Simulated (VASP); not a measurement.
# NaLaMnMoO6: band structure with PBE

The system is NaLaMnMoO6.

```
Na La Mn Mo O
1.0
     4.73018   -2.74660   -0.00626
     4.73018    2.74660   -0.00626
    -3.19103    0.00000    4.48624
Na La Mn Mo O
1 1 1 1 6
Direct
  0.25038 0.25038 0.74423
  0.75115 0.75115 0.25841
  0.49926 0.49926 0.49938
  0.00118 0.00118 0.00125
  0.28721 0.78486 0.28591
  0.78486 0.28721 0.28591
  0.25089 0.25089 0.18234
  0.74858 0.74858 0.81749
  0.21411 0.71268 0.71347
  0.71268 0.21411 0.71347
```

The cell was built by a generator and needn't be a form met in nature.

* Program: VASP 6.6.1
* Task: band structure
* Functional: PBE
* Potentials or basis: VASP PAW PBE potentials, release 64 (Na_pv, La, Mn_pv, Mo_sv, O)
* Cutoff: 520 eV
* k mesh: 6 × 6 × 6
* Occupations: fermi-dirac, width 0.05 eV
* Spin: collinear spin, ferromagnetic start
* Starting moments: [0.0, 0.0, 4.0, 1.0, 0.0, 0.0, 0.0, 0.0, 0.0, 0.0] μB
* Further INCAR settings: ALGO = Normal; EDIFF = 1e-06

| Item | Value |
| --- | --- |
| Pressure | 0.2 GPa |
| Largest force | 0.010 eV/Å |
| Band gap along the path | none (metal or under the smearing width) |
| Net moment | 2.26 μB per cell |
| Site moments | Na +0.00; La -0.01; Mn +2.68; Mo -0.51; O +0.01, +0.02 μB |
| Valence electrons inside the program's atomic spheres | Na 6.02; La 8.49; Mn 11.61; Mo 12.34; O 5.03, 5.02, 5.04 |

Forces in eV/Å, atoms in the order of the input:
```
Na   0.003  0.000 -0.006
La   0.005  0.000  0.000
Mn  -0.001  0.000 -0.001
Mo   0.001  0.000  0.000
O   -0.003  0.006  0.000
O   -0.003 -0.006  0.000
O    0.000  0.000 -0.010
O    0.007  0.000 -0.001
O   -0.005  0.000  0.009
O   -0.005  0.000  0.009
```

Levels at the corners of the path, in eV from the Fermi level:
Spin up:
| point | band 38 | band 39 | band 40 | band 41 | band 42 | band 43 | band 44 | band 45 | band 46 | band 47 |
| --- | --- | --- | --- | --- | --- | --- | --- | --- | --- | --- |
| X | -2.76 | -2.00 | -1.86 | -1.78 | 0.51 | 0.56 | 0.79 | 0.87 | 0.91 | 2.33 |
| Γ | -2.88 | -2.71 | -2.51 | -2.33 | -0.73 | -0.51 | 0.83 | 0.94 | 1.09 | 2.38 |
| Γ | -2.88 | -2.71 | -2.51 | -2.33 | -0.73 | -0.51 | 0.83 | 0.94 | 1.09 | 2.38 |
| Y | -2.95 | -1.95 | -1.82 | -1.74 | 0.58 | 0.67 | 0.68 | 0.89 | 0.92 | 2.33 |
| L | -2.75 | -2.70 | -1.61 | -1.49 | -0.69 | 0.20 | 0.84 | 1.16 | 1.19 | 2.30 |
| Γ | -2.88 | -2.71 | -2.51 | -2.33 | -0.73 | -0.51 | 0.83 | 0.94 | 1.09 | 2.38 |
| Γ | -2.88 | -2.71 | -2.51 | -2.33 | -0.73 | -0.51 | 0.83 | 0.94 | 1.09 | 2.38 |
| Z | -2.79 | -1.98 | -1.91 | -1.75 | 0.48 | 0.68 | 0.72 | 0.87 | 0.89 | 2.31 |
| N | -2.71 | -2.55 | -1.65 | -1.57 | -0.47 | 0.25 | 0.72 | 0.99 | 1.29 | 2.26 |
| Γ | -2.88 | -2.71 | -2.51 | -2.33 | -0.73 | -0.51 | 0.83 | 0.94 | 1.09 | 2.38 |
| Γ | -2.88 | -2.71 | -2.51 | -2.33 | -0.73 | -0.51 | 0.83 | 0.94 | 1.09 | 2.38 |
| M | -2.75 | -2.70 | -1.61 | -1.49 | -0.69 | 0.20 | 0.84 | 1.16 | 1.19 | 2.30 |
| R | -2.95 | -1.95 | -1.82 | -1.74 | 0.58 | 0.67 | 0.68 | 0.89 | 0.92 | 2.33 |
| Γ | -2.88 | -2.71 | -2.51 | -2.33 | -0.73 | -0.51 | 0.83 | 0.94 | 1.09 | 2.38 |
Spin down:
| point | band 39 | band 40 | band 41 | band 42 | band 43 | band 44 |
| --- | --- | --- | --- | --- | --- | --- |
| X | 0.08 | 0.12 | 0.43 | 0.62 | 0.64 | 0.70 |
| Γ | -1.05 | -1.04 | -0.94 | 0.84 | 1.05 | 1.46 |
| Γ | -1.05 | -1.04 | -0.94 | 0.84 | 1.05 | 1.46 |
| Y | 0.16 | 0.28 | 0.40 | 0.61 | 0.68 | 0.71 |
| L | -1.01 | 0.49 | 0.62 | 0.78 | 0.98 | 1.15 |
| Γ | -1.05 | -1.04 | -0.94 | 0.84 | 1.05 | 1.46 |
| Γ | -1.05 | -1.04 | -0.94 | 0.84 | 1.05 | 1.46 |
| Z | 0.11 | 0.25 | 0.28 | 0.57 | 0.67 | 0.73 |
| N | -1.08 | 0.48 | 0.52 | 0.93 | 0.95 | 1.32 |
| Γ | -1.05 | -1.04 | -0.94 | 0.84 | 1.05 | 1.46 |
| Γ | -1.05 | -1.04 | -0.94 | 0.84 | 1.05 | 1.46 |
| M | -1.01 | 0.49 | 0.62 | 0.78 | 0.98 | 1.15 |
| R | 0.16 | 0.28 | 0.40 | 0.61 | 0.68 | 0.71 |
| Γ | -1.05 | -1.04 | -0.94 | 0.84 | 1.05 | 1.46 |

It took 11 min on 4 MPI ranks on Intel(R) Xeon(R) Platinum 8559C (Emerald Rapids), with other jobs on the host, peak memory 1.1 GiB a rank.

Caveat: spin-orbit coupling is left out, which moves the levels of the heavy elements; a cell with one magnetic atom can't hold antiferromagnetic order, which such compounds often take; semilocal functionals often make such compounds metallic where correlation or magnetic order opens a gap, which also shifts bond lengths.
